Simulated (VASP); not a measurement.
# LiSb2 (I4/mmm) in VASP: reference runs, part 2 of 2

VASP 6.6.1. The steps go on from the part before.

### 4 Equation of state, PBE, 25.48 Å³/atom (volume scaled by 0.94)

INCAR reads:

```
SYSTEM = LiSb2
ALGO = Normal
EDIFF = 1E-7
ENCUT = 520
GGA = PE
ISIF = 2
ISMEAR = -1
LASPH = .True.
LCHARG = .False.
LREAL = .False.
LWAVE = .False.
NBANDS = 14
NELM = 60
PREC = Accurate
SIGMA = 0.05
```

KPOINTS reads:

```
k-points
0
Gamma
  9 9 9
  0 0 0
```

POSCAR reads:

```
LiSb2
1.0
   -2.0059768417      2.0059768417      4.7492391681
    2.0059768417     -2.0059768417      4.7492391681
    2.0059768417      2.0059768417     -4.7492391681
Li Sb
1 2
Direct
    0.5000000000      0.5000000000      0.0000000000
    0.1973700000      0.1973700000      0.0000000000
    0.8026300000      0.8026300000      0.0000000000
```

Run with:

```console
cat potpaw_PBE.64/Li_sv/POTCAR potpaw_PBE.64/Sb/POTCAR > POTCAR
mpirun -np 1 vasp_std > vasp.out
```

Run time: 54 s. Hardware: 1 thread of Intel Xeon 6975P-C (Granite Rapids), shared host; peak memory 0.28 GiB.

It converged, with:

```
Free energy            : -10.5459 eV
Largest force          : 0.210 eV/Å
Band gap on the k mesh : none (metal or under the smearing width)
```

Caveat: the cutoff is under 1.25 times the usual one of these potentials, so pressure, stress and relaxed cells hold a basis-set (Pulay) error.

### 5 Equation of state, PBE, 26.02 Å³/atom (volume scaled by 0.96)

INCAR reads:

```
PREC = Accurate
ENCUT = 520
EDIFF = 1E-7
ISMEAR = -1
SIGMA = 0.05
LREAL = False
LASPH = True
NELM = 100
ALGO = Normal
ISIF = 2
LWAVE = False
LCHARG = False
GGA = PE
NBANDS = 14
```

KPOINTS reads:

```
Automatic mesh
0
Gamma
  9 9 9
```

POSCAR reads:

```
LiSb2
1.0
   -2.0201039046      2.0201039046      4.7826856164
    2.0201039046     -2.0201039046      4.7826856164
    2.0201039046      2.0201039046     -4.7826856164
Li Sb
1 2
Direct
    0.5000000000      0.5000000000      0.0000000000
    0.1973700000      0.1973700000      0.0000000000
    0.8026300000      0.8026300000      0.0000000000
```

Run with:

```console
cat potpaw_PBE.64/Li_sv/POTCAR potpaw_PBE.64/Sb/POTCAR > POTCAR
mpirun -np 1 vasp_std > vasp.out
```

Wall time 54 s (1 thread of Intel Xeon 6975P-C (Granite Rapids), shared host); peak memory 0.29 GiB.

Results (log left out):

| Item | Value |
| --- | --- |
| Free energy | -10.5694 eV |
| Largest force | 0.109 eV/Å |
| Band gap on the k mesh | none (metal or under the smearing width) |

Caveat: the cutoff is under 1.25 times the usual one of these potentials, so pressure, stress and relaxed cells hold a basis-set (Pulay) error.

### 6 Equation of state, PBE, 26.57 Å³/atom (volume scaled by 0.98)

INCAR reads:

```
ALGO = Normal ; EDIFF = 1E-7
ENCUT = 520 ; GGA = PE
ISIF = 2 ; ISMEAR = -1
LASPH = True ; LCHARG = False
LREAL = False ; LWAVE = False
NBANDS = 14 ; NELM = 60
PREC = Accurate ; SIGMA = 0.05
```

KPOINTS reads:

```
k-points
0
Gamma
  9 9 9
```

POSCAR reads:

```
LiSb2
1.0
   -2.0340360960      2.0340360960      4.8156706974
    2.0340360960     -2.0340360960      4.8156706974
    2.0340360960      2.0340360960     -4.8156706974
Li Sb
1 2
Direct
    0.5000000000      0.5000000000      0.0000000000
    0.1973700000      0.1973700000      0.0000000000
    0.8026300000      0.8026300000      0.0000000000
```

Potentials or basis: VASP PAW PBE potentials, release 64 (Li_sv, Sb).

Run with:

```console
cat potpaw_PBE.64/Li_sv/POTCAR potpaw_PBE.64/Sb/POTCAR > POTCAR
mpirun -np 1 vasp_std > vasp.out
```

Run time: 60 s. Hardware: 1 thread of Intel Xeon 6975P-C (Granite Rapids), shared host; peak memory 0.29 GiB.

Results (log left out):

```yaml
Free_energy: -10.5826 eV
Largest_force: 0.016 eV/Å
Band_gap_on_the_k_mesh: none (metal or under the smearing width)
```

Caveat: the cutoff is under 1.25 times the usual one of these potentials, so pressure, stress and relaxed cells hold a basis-set (Pulay) error.

### 7 Equation of state, PBE, 27.65 Å³/atom (volume scaled by 1.02)

INCAR reads:

```
ALGO = Normal
EDIFF = 1E-7
ENCUT = 520
GGA = PE
ISIF = 2
ISMEAR = -1
LASPH = True
LCHARG = False
LREAL = False
LWAVE = False
NBANDS = 14
NELM = 80
PREC = Accurate
SIGMA = 0.05
```

KPOINTS is that of step 6.

POSCAR reads:

```
LiSb2
1.0
   -2.0613418522      2.0613418522      4.8803182867
    2.0613418522     -2.0613418522      4.8803182867
    2.0613418522      2.0613418522     -4.8803182867
Li Sb
1 2
Direct
    0.5000000000      0.5000000000      0.0000000000
    0.1973700000      0.1973700000      0.0000000000
    0.8026300000      0.8026300000      0.0000000000
```

Run with:

```console
cat potpaw_PBE.64/Li_sv/POTCAR potpaw_PBE.64/Sb/POTCAR > POTCAR
mpirun -np 1 vasp_std > vasp.out
```

Wall time 63 s (1 thread of Intel Xeon 6975P-C (Granite Rapids), shared host); peak memory 0.29 GiB.

It converged, with:

- Free energy: -10.5824 eV
- Largest force: 0.137 eV/Å
- Band gap on the k mesh: none (metal or under the smearing width)

Caveat: the cutoff is under 1.25 times the usual one of these potentials, so pressure, stress and relaxed cells hold a basis-set (Pulay) error.

### 8 Equation of state, PBE, 28.19 Å³/atom (volume scaled by 1.04)

INCAR reads:

```
  PREC = Accurate
  ENCUT = 520
  EDIFF = 1E-7
  ISMEAR = -1
  SIGMA = 0.05
  LREAL = F
  LASPH = T
  NELM = 80
  ALGO = Normal
  ISIF = 2
  LWAVE = F
  LCHARG = F
  GGA = PE
  NBANDS = 14
```

KPOINTS reads:

```
regular mesh
0
Gamma
  9 9 9
```

POSCAR reads:

```
LiSb2
1.0
   -2.0747275640      2.0747275640      4.9120095532
    2.0747275640     -2.0747275640      4.9120095532
    2.0747275640      2.0747275640     -4.9120095532
Li Sb
1 2
Direct
    0.5000000000      0.5000000000      0.0000000000
    0.1973700000      0.1973700000      0.0000000000
    0.8026300000      0.8026300000      0.0000000000
```

Potentials or basis: VASP PAW PBE potentials, release 64 (Li_sv, Sb).

Run with:

```console
cat potpaw_PBE.64/Li_sv/POTCAR potpaw_PBE.64/Sb/POTCAR > POTCAR
mpirun -np 1 vasp_std > vasp.out
```

OUTCAR:

```text
PREC = Accurate
   ENCUT = 520
   EDIFF = 1E-7
   ISMEAR = -1
   LREAL = F
   LASPH = T
   NELM = 80
   ISIF = 2
   GGA = PE

 Found     75 irreducible k-points:

 Following reciprocal coordinates:
            Coordinates               Weight
  0.000000  0.000000  0.000000      1.000000
  0.111111 -0.000000  0.000000      8.000000
  0.222222 -0.000000  0.000000      8.000000
  0.333333 -0.000000  0.000000      8.000000
  0.444444 -0.000000  0.000000      8.000000
  0.111111  0.111111  0.000000      8.000000
   k-points           NKPTS =     75   k-points in BZ     NKDIM =     75   number of bands    NBANDS=     14
   number of dos      NEDOS =    301   number of ions     NIONS =      3
   total plane-waves  NPLWV = 110592
   dimension x,y,z NGX =    48 NGY =   48 NGZ =   48
   dimension x,y,z NGXF=    96 NGYF=   96 NGZF=   96
   ions per type =               1   2
   NGX,Y,Z   is equivalent  to a cutoff of  13.95, 13.95, 13.95 a.u.
   NGXF,Y,Z  is equivalent  to a cutoff of  27.89, 27.89, 27.89 a.u.
 SYSTEM =  unknown system
   PREC   = accura    normal or accurate (medium, high low for compatibility)
   ISTART =      0    job   : 0-new  1-cont  2-samecut
   ICHARG =      2    charge: 1-file 2-atom 10-const
   ISPIN  =      1    spin polarized calculation?
[... 73 lines left out ...]
     11       8.6933      0.00000
     12      11.0771      0.00000
     13      11.3632      0.00000
     14      11.3632      0.00000
[... 71 lines left out ...]
      1     -42.2407      2.00000
      2      -6.2282      2.00000
      3      -1.4803      2.00000
      4       2.1587      2.00000
      5       2.6055      2.00000
      6       3.9012      2.00000
      7       4.8984      1.96748
      8       6.7102      0.00000
      9       7.2912      0.00000
     10       8.9461      0.00000
     11       9.4482      0.00000
     12      10.3859      0.00000
     13      11.1546      0.00000
     14      12.6735      0.00000

 [... further k-points ...]

------------------------ aborting loop because EDIFF is reached ----------------------------------------

  FORCE on cell =-STRESS in cart. coord.  units (eV):
  Direction    XX          YY          ZZ          XY          YZ          ZX
  --------------------------------------------------------------------------------------
  -------------------------------------------------------------------------------------
  Total       -0.8590127     -0.8590127     -0.6738982      0.0000000     -0.0000000     -0.0000000
  in kB      -16.2730456    -16.2730456    -12.7662545      0.0000000     -0.0000000     -0.0000000
  external PRESSURE =     -15.1041152 kB  Pullay stress =       0.0000000 kB

 VOLUME and BASIS-vectors are now :
 -----------------------------------------------------------------------------
  energy-cutoff  :      520.00
  volume of cell :       84.57
      direct lattice vectors                 reciprocal lattice vectors
    -2.074727564  2.074727564  4.912009553     0.000000000  0.240995497  0.101791333
     2.074727564 -2.074727564  4.912009553     0.240995497  0.000000000  0.101791333
     2.074727564  2.074727564 -4.912009553     0.240995497  0.240995497  0.000000000

 POSITION                                       TOTAL-FORCE (eV/Angst)
 -----------------------------------------------------------------------------------
      0.00000      0.00000      4.91201        -0.000000     -0.000000     -0.000000
      0.00000      0.00000      1.93897         0.000000      0.000000      0.201520
      0.00000      0.00000      7.88505         0.000000      0.000000     -0.201520
 -----------------------------------------------------------------------------------
    total drift:                                0.000000      0.000000     -0.000000

  FREE ENERGIE OF THE ION-ELECTRON SYSTEM (eV)
  ---------------------------------------------------
  free  energy   TOTEN  =       -10.5706668405 eV

  energy  without entropy=      -10.5610680283  energy(sigma->0) =      -10.56586743
```

It took 77 s on 1 thread of Intel Xeon 6975P-C (Granite Rapids), shared host; peak memory 0.35 GiB.

Results:

```yaml
Free_energy: -10.5707 eV
Largest_force: 0.202 eV/Å
Band_gap_on_the_k_mesh: none (metal or under the smearing width)
```

Caveat: the cutoff is under 1.25 times the usual one of these potentials, so pressure, stress and relaxed cells hold a basis-set (Pulay) error.

### 9 Equation of state, PBE, 28.73 Å³/atom (volume scaled by 1.06)

INCAR reads:

```
PREC = Accurate
ENCUT = 520
EDIFF = 1E-7
ISMEAR = -1
SIGMA = 0.05
LREAL = F
LASPH = T
NELM = 60
ALGO = Normal
ISIF = 2
LWAVE = F
LCHARG = F
GGA = PE
NBANDS = 14
```

KPOINTS is that of step 8.

POSCAR reads:

```
LiSb2
1.0
   -2.0879427455      2.0879427455      4.9432970818
    2.0879427455     -2.0879427455      4.9432970818
    2.0879427455      2.0879427455     -4.9432970818
Li Sb
1 2
Direct
    0.5000000000      0.5000000000      0.0000000000
    0.1973700000      0.1973700000      0.0000000000
    0.8026300000      0.8026300000      0.0000000000
```

Potentials or basis: VASP PAW PBE potentials, release 64 (Li_sv, Sb).

Run with:

```console
cat potpaw_PBE.64/Li_sv/POTCAR potpaw_PBE.64/Sb/POTCAR > POTCAR
mpirun -np 1 vasp_std > vasp.out
```

Wall time 78 s (1 thread of Intel Xeon 6975P-C (Granite Rapids), shared host); peak memory 0.35 GiB.

Results (log left out):

* Free energy: -10.5523 eV
* Largest force: 0.260 eV/Å
* Band gap on the k mesh: none (metal or under the smearing width)

Caveat: the cutoff is under 1.25 times the usual one of these potentials, so pressure, stress and relaxed cells hold a basis-set (Pulay) error.

### 10 Equation of state, PBE

This step only gathers the single runs of the series.

Results:

```yaml
Equilibrium_volume: 27.09 Å³/atom
Bulk_modulus_at_fixed_shape_and_positions: 41 GPa
Pressure_derivative_of_the_bulk_modulus: 4.4
```

Energy against volume, from the lowest point:
```csv
volume (Å³/atom),energy (meV/atom)
25.481,13.59
26.023,5.75
26.565,1.34
27.107,0.00
27.649,1.42
28.192,5.32
28.734,11.43
```

Caveat: the cutoff is under 1.25 times the usual one of these potentials, so pressure, stress and relaxed cells hold a basis-set (Pulay) error; the cell was scaled at fixed shape and fractional positions, which overstates the stiffness of a crystal with free parameters, most of all of layers and chains. Spin-orbit coupling is left out, which matters for the levels of Sb.

### 11 Overview

| task | cell | gap on the mesh (eV) | largest force (eV/Å) |
| --- | --- | --- | --- |
| single point | as given | none | 0.06 |
| single point | atoms moved at random, drawn with an rms of 0.05 Å | none | 0.17 |
| equation of state | as given | - | - |

Alike in all rows: level PBE; potentials or basis VASP PAW PBE potentials, release 64 (Li_sv, Sb); no spin polarisation; k mesh 9 × 9 × 9; cutoff (eV) 520; smearing fermi-dirac 0.05 eV.

Caveats: the cutoff is under 1.25 times the usual one of these potentials, so pressure, stress and relaxed cells hold a basis-set (Pulay) error; the cell was scaled at fixed shape and fractional positions, which overstates the stiffness of a crystal with free parameters, most of all of layers and chains (some runs).

Absolute energies hang on the potentials; compare differences alone.
